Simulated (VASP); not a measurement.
# InGaO2 (R-3m) in VASP: single point with r2SCAN

Aim: the single point of InGaO2 with r2SCAN.

Program: VASP 6.6.1. These are calculated values, not measurements. Logs are shortened: lines on timing, memory, paths and dates and some standing lists are left out, and cuts for length are marked.

**1. Starting point**

Symmetry: R-3m, No. 166, trigonal system. The conventional cell has a = 3.040 Å, b = 3.040 Å, c = 19.861 Å, α = 90.00°, β = 90.00°, γ = 120.00°. Around In (site symmetry -3m) lie 2 O at 2.29 Å. Ga (site symmetry -3m) has 6 O at 2.03 Å as nearest neighbours. O (site symmetry 3m) is surrounded by 3 Ga at 2.03 Å and 1 In at 2.29 Å.

The cell was built by a generator and needn't be a form met in nature.

**2. Single point, r2SCAN**

Input file INCAR:

```
PREC = Accurate ; ENCUT = 520
EDIFF = 1E-6 ; ISMEAR = 0
SIGMA = 0.1 ; LREAL = F
LASPH = T ; NELM = 150
ALGO = Normal ; ISIF = 2
LWAVE = F ; LCHARG = F
METAGGA = R2SCAN ; LMIXTAU = T
NBANDS = 27 ; KPAR = 4
```

Input file KPOINTS:

```
regular mesh
0
Gamma
  14 14 14
```

Input file POSCAR:

```
InGaO2
1.0
    1.5198190000      0.8774680000      6.6203700000
   -1.5198190000      0.8774680000      6.6203700000
    0.0000000000     -1.7549360000      6.6203700000
In Ga O
1 1 2
Direct
    0.0000000000      0.0000000000      0.0000000000
    0.5000000000      0.5000000000      0.5000000000
    0.1151800000      0.1151800000      0.1151800000
    0.8848200000      0.8848200000      0.8848200000
```

Potentials or basis: VASP PAW PBE potentials, release 64 (In_d, Ga_d, O).

Run with:

```
cat potpaw_PBE.64/In_d/POTCAR potpaw_PBE.64/Ga_d/POTCAR potpaw_PBE.64/O/POTCAR > POTCAR
mpirun -np 4 vasp_std > vasp.out
```

OUTCAR:

```text
PREC = Accurate
   ENCUT = 520
   EDIFF = 1E-6
   ISMEAR = 0
   LREAL = F
   LASPH = T
   NELM = 150
   ISIF = 2
   METAGGA = R2SCAN

 ion  position               nearest neighbor table
   1  0.000  0.000  0.000-   3 2.29   4 2.29
   2  0.500  0.500  0.500-   3 2.03   3 2.03   4 2.03   4 2.03   3 2.03   4 2.03
   3  0.115  0.115  0.115-   2 2.03   2 2.03   2 2.03   1 2.29
   4  0.885  0.885  0.885-   2 2.03   2 2.03   2 2.03   1 2.29

  LATTYP: Found a trigonal (rhomboedric) cell.
 ALAT       =     6.8490217419
 COS(alpha) =     0.9015180338

  Lattice vectors:

 A1 = (   1.5198190000,   0.8774680000,   6.6203700000)
 A2 = (  -1.5198190000,   0.8774680000,   6.6203700000)
 A3 = (   0.0000000000,  -1.7549360000,   6.6203700000)

Analysis of symmetry for initial positions (statically):
=====================================================================
 Subroutine PRICEL returns:
 Original cell was already a primitive cell.

 Routine SETGRP: Setting up the symmetry group for a
 trigonal (rhombohedral) supercell.

 Subroutine GETGRP returns: Found 12 space group operations
 (whereof 12 operations were pure point group operations)
 out of a pool of 12 trial point group operations.

The static configuration has the point symmetry D_3d.

Analysis of symmetry for dynamics (positions and initial velocities):
=====================================================================
 Subroutine PRICEL returns:
 Original cell was already a primitive cell.

 Routine SETGRP: Setting up the symmetry group for a
 trigonal (rhombohedral) supercell.

 Subroutine GETGRP returns: Found 12 space group operations
 (whereof 12 operations were pure point group operations)
 out of a pool of 12 trial point group operations.

The dynamic configuration has the point symmetry D_3d.

 Subroutine INISYM returns: Found 12 space group operations
 (whereof 12 operations are pure point group operations),
 and found     1 'primitive' translations

----------------------------------------------------------------------------------------

                                     Primitive cell

  volume of cell :      52.9733

  direct lattice vectors                    reciprocal lattice vectors
     1.519819000  0.877468000  6.620370000     0.328986544  0.189940450  0.050349653
[... 84 lines left out ...]
   ISPIN  =      1    spin polarized calculation?
   LNONCOLLINEAR =      F non collinear calculations
   LSORBIT =      F    spin-orbit coupling
   LASPH  =      T    aspherical Exc in radial PAW
   ENCUT  =  520.0 eV  38.22 Ry    6.18 a.u.  12.73 12.73 12.73*2*pi/ulx,y,z
   NELM   =    150;   NELMIN=  2; NELMDL= -5     # of ELM steps
   EDIFF  = 0.1E-05   stopping-criterion for ELM
   LREAL  =      F    real-space projection
   EDIFFG = 0.1E-04   stopping-criterion for IOM
   NSW    =      0    number of steps for IOM
   IBRION =     -1    ionic relax: 0-MD 1-quasi-New 2-CG
   NFREE  =      0    steps in history (QN), initial steepest desc. (CG)
   ISIF   =      2    stress and relaxation
   ISYM   =      2    0-nonsym 1-usesym 2-fastsym
   POTIM  = 0.5000    time-step for ionic-motion
   TEBEG  =    0.0;   TEEND  =   0.0 temperature during run
   PSTRESS=    0.0 pullay stress
   NELECT =      38.0000    total number of electrons
   NUPDOWN=      -1.0000    fix difference up-down
   EMIN   =  10.00;   EMAX   =-10.00  energy-range for DOS
   EFERMI =   0.00;   METHOD = LEGACY
   ISMEAR =     0;   SIGMA  =   0.10  broadening in eV -4-tet -1-fermi 0-gaus
   EFERMI_NEDOS =   21; number of points for ismear=-14 and -15
   IALGO  =     38    algorithm
   IMIX   =      4    mixing-type and parameters
     AMIX     =   0.40;   BMIX     =  1.00
     AMIX_MAG =   1.60;   BMIX_MAG =  1.00
  volume/ion in A,a.u.               =      13.24        89.37
  Fermi-wavevector in a.u.,A,eV,Ry     =   1.465493  2.769381 29.220829  2.147670
  Thomas-Fermi vector in A             =   2.581343
   LORBIT       =      0    0 simple, 1 ext, 2 COOP (PROOUT), +10 PAW based schemes
   METAGGA = R2SCAN    functional components
   LHFCALC =     F    Hartree Fock is set to
   AEXX    =    0.0000 exact exchange contribution
   IVDW    =     0    specifies the selected vdW correction
   LEPSILON=     F    determine dielectric tensor
   LRPA    =     F    only Hartree local field effects (RPA)
 non-spin polarized calculation
 Gauss-broadening in eV      SIGMA  =   0.10
  energy-cutoff  :      520.00
  volume of cell :       52.97
 maximum number of plane-waves:      1453
 NGX is ok and might be reduce to    54
   NGX = 25   NGY = 25   NGZ = 25

 number of electron      37.9999996 magnetization

 Free energy of the ion-electron system (eV)
  ---------------------------------------------------
  ext. energy  EPLUGINS =         0.00000000
  ---------------------------------------------------
  free energy    TOTEN  =       -52.51128701 eV

  energy without entropy =      -52.51090237  energy(sigma->0) =      -52.51109469

 E-fermi :   6.7533     XC(G=0): -12.0947

 val. band max:        6.6698592014   @ k =  -0.3571   0.3571   0.0000
 cond. band min:       6.7767966212   @ k =   0.5000   0.0000   0.0000
 fundamental gap:      0.1069374198
 Fermi energy:         6.7533190673

 k-point     1 :       0.0000    0.0000    0.0000
  band No.  band energies     occupation
      1     -14.5381      2.00000
      2     -12.8470      2.00000
      3      -8.7439      2.00000
      4      -8.6222      2.00000
      5      -8.6222      2.00000
      6      -8.2806      2.00000
[... 709 lines left out ...]
     26      19.1863      0.00000
     27      20.1849      0.00000

 [... further k-points ...]
[... 5 lines left out ...]
  --------------------------------------------------------------------------------------
  -------------------------------------------------------------------------------------
  Total       -2.0626676     -2.0626680     -1.9468315      0.0000000      0.0000000      0.0000000
  in kB      -62.3854275    -62.3854405    -58.8819620      0.0000000      0.0000000      0.0000000
  external PRESSURE =     -61.2176100 kB  Pullay stress =       0.0000000 kB

 VOLUME and BASIS-vectors are now :
 -----------------------------------------------------------------------------
  energy-cutoff  :      520.00
  volume of cell :       52.97
      direct lattice vectors                 reciprocal lattice vectors
     1.519819000  0.877468000  6.620370000     0.328986544  0.189940450  0.050349653
    -1.519819000  0.877468000  6.620370000    -0.328986544  0.189940450  0.050349653
     0.000000000 -1.754936000  6.620370000     0.000000000 -0.379880900  0.050349653

 POSITION                                       TOTAL-FORCE (eV/Angst)
 -----------------------------------------------------------------------------------
      0.00000      0.00000      0.00000         0.000000      0.000000      0.000000
      0.00000      0.00000      9.93056         0.000000     -0.000000      0.000000
      0.00000      0.00000      2.28760         0.000000     -0.000000      0.203075
      0.00000      0.00000     17.57351         0.000000      0.000000     -0.203075
 -----------------------------------------------------------------------------------
    total drift:                                0.000000      0.000000     -0.000000

  FREE ENERGIE OF THE ION-ELECTRON SYSTEM (eV)
  ---------------------------------------------------
  free  energy   TOTEN  =       -52.5112870064 eV

  energy  without entropy=      -52.5109023679  energy(sigma->0) =      -52.51109469
```

Wall time 23 min (4 MPI ranks of Intel Xeon 6975P-C (Granite Rapids), shared host); peak memory 0.73 GiB.

What came out:

| Quantity | Value |
| --- | --- |
| Free energy | -52.5113 eV |
| Pressure | -6.1 GPa |
| Largest force | 0.203 eV/Å |
| Band gap on the k mesh | 0.11 eV, indirect (least direct gap 0.73 eV) |

Forces in eV/Å, atoms in the order of the input:
```
In   0.000  0.000  0.000
Ga   0.000  0.000  0.000
O    0.000  0.000  0.203
O    0.000  0.000 -0.203
```

Stress tensor (GPa, compression positive):
```
-6.24  0.00  0.00
 0.00 -6.24  0.00
 0.00  0.00 -5.89
```

Caveat: the PAW data sets were made with another functional, which shifts forces and pressure a little; spin-orbit coupling is left out, which moves the levels of the heavy elements. A k mesh can miss the band edges.
